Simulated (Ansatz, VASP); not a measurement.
Two plane-wave programs on NbTe

The input INCAR:

```
SYSTEM = NbTe
ALGO = Normal
EDIFF = 1E-6
ENCUT = 520
GGA = CA
ISIF = 2
ISMEAR = -1
LASPH = .True.
LCHARG = .True.
LELF = .True.
LREAL = .False.
LVHAR = .True.
LWAVE = .False.
NBANDS = 16
NELM = 80
PREC = Accurate
SIGMA = 0.1
```

KPOINTS

```
k-points
0
Gamma
  12 12 12
  0 0 0
```

The input POSCAR:

```
NbTe
1.0
    0.0000000000      2.5688345684      2.5688345684
    2.5688345684      0.0000000000      2.5688345684
    2.5688345684      2.5688345684      0.0000000000
Nb Te
1 1
Direct
    0.0000000000      0.0000000000      0.0000000000
    0.2500000000      0.2500000000      0.2500000000
```

Input for Ansatz:

```yaml
crystal:
  lattice:
    - [0.0, 2.5688345684, 2.5688345684]
    - [2.5688345684, 0.0, 2.5688345684]
    - [2.5688345684, 2.5688345684, 0.0]
  atoms:
    - { symbol: Nb, position: [0.0, 0.0, 0.0] }
    - { symbol: Te, position: [0.25, 0.25, 0.25] }
kpoints:
  mp_grid: { grid: [12, 12, 12] }
scf:
  occupations: { method: fermi_dirac, width: 0.1 }
hamiltonian:
  xc: lda
  pseudopotentials: { kind: paw }
output:
  forces: true
  stress: true
  eigenvalues: true
  populations: true
```

Change from the starting cell: volume scaled by 0.58, PAW files.

Alike in both runs: task single point; functional LDA; k mesh 12 × 12 × 12; occupations fermi-dirac, width 0.1 eV; no spin polarisation.

```csv
,VASP,Ansatz
version,VASP 6.6.1,Ansatz 0.2.0
potentials or method,"VASP PAW LDA potentials, release 64 (Nb_sv, Te)","PAW with Ansatz's default frozen-core files, scalar-relativistic"
plane-wave cutoff (eV),520,420
valence electrons in the cell,19,29
```

|  | VASP | Ansatz | Ansatz less VASP |
| --- | --- | --- | --- |
| pressure (GPa) | 136.7 | 136.7 | +0.07 |

The two sets of potentials don't hold the same shells in valence.

Caveats: the cell as given lies far from equilibrium; so large a pressure means that the cell lies far from this level's equilibrium, or that cutoff or potentials fall short (VASP). Spin-orbit coupling is left out, which matters for the levels of Te.
